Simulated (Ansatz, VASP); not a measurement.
# Cross-check of Te (Tellurium) between VASP and Ansatz

Aim: how closely do two programs agree when they are given the same cell, functional and k mesh? The cell is taken from a series of runs on this material, whose earlier steps may have relaxed, scaled, displaced or heated it; both programs get it as it stands.

Calculated with Ansatz 0.2.0; plane waves, with VASP 6.6.1 beside it; zone-centre phonons at PBEsol.

### Step 1. The starting structure

The structure is trigonal, space group P3_121 (No. 152). The conventional cell has a = 4.446 Å, b = 4.446 Å, c = 5.826 Å, α = 90.00°, β = 90.00°, γ = 120.00°. Nearest to Te lie 2 Te at 2.89 Å.

As a file:

```cif
data_structure
_symmetry_space_group_name_H-M 'P3_121'
_symmetry_Int_Tables_number 152
_cell_length_a 4.4458
_cell_length_b 4.4458
_cell_length_c 5.8265
_cell_angle_alpha 90.000
_cell_angle_beta 90.000
_cell_angle_gamma 120.000
_cell_volume 99.73
loop_
_atom_site_label
_atom_site_type_symbol
_atom_site_symmetry_multiplicity
_atom_site_Wyckoff_symbol
_atom_site_fract_x
_atom_site_fract_y
_atom_site_fract_z
_atom_site_occupancy
Te1 Te 3 a 0.27771 0.00000 0.33333 1
```

### Step 2. Ansatz: zone-centre phonons, PBEsol

Ansatz runs on its PAW soft_1 files.

Second derivatives magnify differences that forces hide, and they need a tight electronic threshold.

Input file input.yaml:

```yaml
crystal:
  lattice:
    - [4.445828521, 0.0, 0.0]
    - [-2.2229142605, 3.8502004401, 0.0]
    - [0.0, 0.0, 5.8264812714]
  atoms:
    - { symbol: Te, position: [0.277705275, 0.0, 0.3333333333] }
    - { symbol: Te, position: [0.0, 0.277705275, 0.6666666667] }
    - { symbol: Te, position: [0.722294725, 0.722294725, 0.0] }
kpoints:
  mp_grid: { grid: [12, 12, 8] }
hamiltonian:
  xc: pbesol
  pseudopotentials: { kind: paw, azcp: { folder: soft_1 }, xc_functional: pbe }
scf:
  occupations: { method: methfessel_paxton, width: 0.2 }
output:
  eigenvalues: true
phonons:
  method: dfpt
```

Launch:

```console
$ ansatz run input.yaml --threads 4 --pin off --max-ram 10240MiB --backend cpu --events-out ev --progress --plain --runs-dir out
```

Numbers of over 12 decimals in the logs are rounded to 6 here.

The log of the run:

```text
zone centre: on kpoints.mp_grid the ground state, and the responses unless they are solved on pairs of k-points, stand on 320 of the mesh's 1152 k-points, reduced under 2 symmetry operations, with k and −k counted as one. Each operation leaves every solved displacement unchanged or reverses it
Engine: ansatz 0.2.0, x86_64-unknown-linux-gnu
Pseudopotentials: kind: paw
Pseudopotential: Te, paw, valence charge 16, recommended cutoff 420 eV (normal), soft_1/Te.paw.azcp
Functional definition: PBEsol
  exchange = pbesol_x
  correlation = pbesol_c
Crystal: 3 atoms, lattice volume = 99.734 Å³
Basis set: ecut = 420 eV, 1969 PW (Γ), exchange–correlation on 60×60×96 points (8 copies of the dense FFT grid, shifted against one another)
Bands: 29, of which v1, the nominal top of the filled ones, is band 24 counted from 1 (23 counted from 0)
Symmetry: 6 space group operations
k-points: 320 of 1152 (irreducible under 2 space group operations, time reversal used)
Non-local potential: Te, projectors of the file, l = 0: 2, l = 1: 2, l = 2: 2, l = 3: 1
PAW form: soft (Blöchl's): semilocal exchange-correlation on the pseudo side does not see the compensation charge
PAW frozen core: Te, regenerated for the run's functional, and the local potential with it (the file was generated under x = pbe(κ = 0.804, μ = 0.219515), c = pbe(β = 0.066725))
PAW one-centre angular grid: Te, 590 points (default); XC on 64 Gauss nodes
Initial density: superposition of atomic densities (chi_scale 0.1, normalization cell)
Initial wavefunctions: pseudopotential atomic-orbital guess
Functional: x = pbesol(κ = 0.804, μ = 0.123457), c = pbesol(β = 0.046)
SCF iter   1: F=—  HF=-20704.813879 eV  |F-HF|=—  |Δ(HF+E_count)|=         —  Δρ=1.49e-2  dr2=1.62e-1  ethr=3.10e-3  ⟨swp⟩=8.6  Hψ=45774  notcnv=0
preconditioner: auto → Resta (q_TF=auto, 2.415 Å⁻¹)  ε∞=4.3  [insulator: Δε(μ)=0.212 eV  Ē_g=8.634 eV  σ=0.200 eV  W_gap=0.77  n_scr=22 (ndim 8)  ℏωp=15.8 eV  f_vac=0.009  D(μ)=-0.02/eV (n_scr^D=0)  ε∞_Penn≈4.3]
SCF iter   2: F=—  HF=-20704.790867 eV  |F-HF|=—  |Δ(HF+E_count)|=   2.30e-2  S|Δr|=    0.00e0  Δρ=8.59e-3  dr2=5.29e-2  ethr=3.38e-4  ⟨swp⟩=1.0  Hψ=11848  notcnv=0
SCF iter   3: F=—  HF=-20704.782400 eV  |F-HF|=—  |Δ(HF+E_count)|=   8.47e-3  S|Δr|=    0.00e0  Δρ=6.95e-4  dr2=4.11e-4  ethr=1.10e-4  ⟨swp⟩=2.1  Hψ=13040  notcnv=0
SCF iter   4: F=—  HF=-20704.782553 eV  |F-HF|=—  |Δ(HF+E_count)|=   1.53e-4  S|Δr|=    0.00e0  Δρ=2.25e-4  dr2=4.98e-5  ethr=8.57e-7  ⟨swp⟩=2.0  Hψ=16904  notcnv=0
SCF iter   5: F=—  HF=-20704.782577 eV  |F-HF|=—  |Δ(HF+E_count)|=   2.42e-5  S|Δr|=    0.00e0  Δρ=7.87e-5  dr2=8.53e-6  ethr=1.04e-7  ⟨swp⟩=3.0  Hψ=19224  notcnv=0
SCF iter   6: F=—  HF=-20704.782582 eV  |F-HF|=—  |Δ(HF+E_count)|=   4.30e-6  S|Δr|=    0.00e0  Δρ=1.79e-5  dr2=4.23e-7  ethr=1.78e-8  ⟨swp⟩=2.0  Hψ=12190  notcnv=0
SCF iter   7: F=—  HF=-20704.782581 eV  |F-HF|=—  |Δ(HF+E_count)|=   3.66e-7  S|Δr|=    0.00e0  Δρ=2.77e-6  dr2=7.38e-9  ethr=8.80e-10  ⟨swp⟩=2.0  Hψ=12264  notcnv=0
SCF iter   8: F=—  HF=-20704.782581 eV  |F-HF|=—  |Δ(HF+E_count)|=   1.21e-8  S|Δr|=    0.00e0  Δρ=7.26e-7  dr2=4.14e-10  ethr=1.54e-11  ⟨swp⟩=2.4  Hψ=17327  notcnv=0
SCF iter   9: F=—  HF=-20704.782581 eV  |F-HF|=—  |Δ(HF+E_count)|=  2.47e-10  S|Δr|=    0.00e0  Δρ=1.78e-7  dr2=2.30e-11  ethr=1.00e-12  ⟨swp⟩=2.0  Hψ=17092  notcnv=0
SCF iter  10: F=-20704.782581 eV  HF=-20704.782581 eV  |F-HF|=7.28e-12  |Δ(HF+E_count)|=  3.64e-12  S|Δr|=    0.00e0  Δρ=5.21e-8  dr2=1.72e-12  ethr=1.00e-12  ⟨swp⟩=9.5  Hψ=49464  notcnv=0
SCF 1 converged in 10 iterations: F = -20704.782581 eV  dr2 = 1.72e-12
  greatest PAW one-centre occupation: 0.998 electrons in one spin orbital (limit 2), on the Te atom at site 0 (counted from 0), in its partial waves of l = 2
DFPT response loops at Γ: preconditioner auto → Kerker (q_TF=auto, 2.415 Å⁻¹) (partly filled bands, converged f_vac=0.018); β = 1.00, the filter's whole step (`scf.mixing.beta` (0.50) is not read by the response loops under this deck's `scf.mixing.preconditioner`; to damp them name `kerker` or `kerker_dos`, under which they read `scf.mixing.beta`, and type it under 1.00, their step now; both keys bind the ground state too); Broyden in place of MSR1
SCF converged after 10 iterations
Stability not checked: this state was not tested for a lower state beside it, because cold or Methfessel-Paxton smearing, or corrected tetrahedra, fill the levels in a way that the test cannot read (fill_not_monotonic; see scf.lower_state_search)
Free energy (F): -20704.782581 eV
Harris-Foulkes:  -20704.782581 eV  (|F-HF|=7.28e-12)
Internal energy: -20704.786182 eV  (E = F + TS)
E sigma→0 (E₀):  -20704.783481 eV
Entropy (-TS):   0.003601 eV (1.200 meV/atom)
Fermi energy:    9.133990 eV
Step filling:    the computed levels leave a gap of 0.1687 eV = 0.8 smearing widths at the electron count; against every level under it full and every level over it empty, smearing changes F+E_penalty+E_count by +0.911 meV and its σ→0 estimate by +0.011 meV
--- Per-component energies (eV) ---
  E_band       = -789.774558
  E_kinetic    = 516.045789
  E_local      = -4855.952078  (includes V_loc(G=0)·N_el)
  E_nonlocal   = 200.753157
  E_hartree    = 2416.252600
  E_xc         = -365.480033
  E_vxc        = -306.573409  (∫ρ·V_xc dr)
  E_paw        = -13773.721333  (= ΣΔE_a)
  E_vpaw       = -1176.553442  (= ΣTr[D̂ρ^β])
  E_aug_tail   = 0.000261  (compensation charges beyond the density's cutoff)
  E_ewald      = -4843.808978
  E_core_change = 1.124434  (= ΣΔE_core)
  E_smearing   = 0.003601  (= −TS)
  E_closure    = -0.000000  (closes the sum)
  Σ components = -20704.782581   (vs F -20704.782581, Δ=0.00e0)
--- Band table (eV; the first three rows and the last of 320) ---
  k-point 0: bands = [... 20 lower, 6.2030, 7.1448, 7.1448, 7.8722, 9.9732, 9.9732, 10.4330, 13.9010, ... 1 higher]
  k-point 1: bands = [... 20 lower, 6.3382, 7.2172, 7.2227, 7.8844, 9.8185, 9.8684, 10.2558, 13.5686, ... 1 higher]
  k-point 2: bands = [... 20 lower, 6.3452, 7.3730, 7.4406, 7.9169, 9.5064, 9.6102, 9.8482, 13.2235, ... 1 higher]
  k-point 319: bands = [... 20 lower, 4.3934, 7.6365, 8.0302, 8.5810, 9.7207, 10.6747, 10.7194, 13.8879, ... 1 higher]
--- Phonons (Γ-DFPT): 3 representative perturbations + reference, on 320 of 1152 k-points (Σ response iterations 9) ---
  k mesh reduced under 2 symmetry operations, with k and −k counted as one. Each operation leaves every solved displacement unchanged or reverses it
  ASR residual: 3.992e-5 → 0.000e0 eV/Å²; symmetrization residual: 2.736e-6 eV/Å²
  ASR residual per site (eV/Å²): 3.99e-5 3.91e-5 3.91e-5
  Γ frequencies (cm⁻¹): 0.00 0.00 0.00 81.68 81.68 89.21 104.93 128.46 128.46
  non-analytic LO–TO correction: not included (Born effective charges unavailable; polar crystals: no LO–TO splitting at Γ)
```

The column dr2 measures how far the density is from self-consistency, as an energy; F and HF (Harris–Foulkes) agree once it is small.

(Part 1 of 2 ends here.)

[Lines on the potential files, build, host, timing and source positions are cut from VASP's logs without a mark.]

[Logs are printed without paths, hosts, clocks, repeated set-up lines and the standing remarks that a program may print on its own settings, such as how far it seeks lower states.]

[Hosts, paths, dates, database ids (printed as entryN), source tags and the programs' standing remarks are cut or masked in the printed files.]
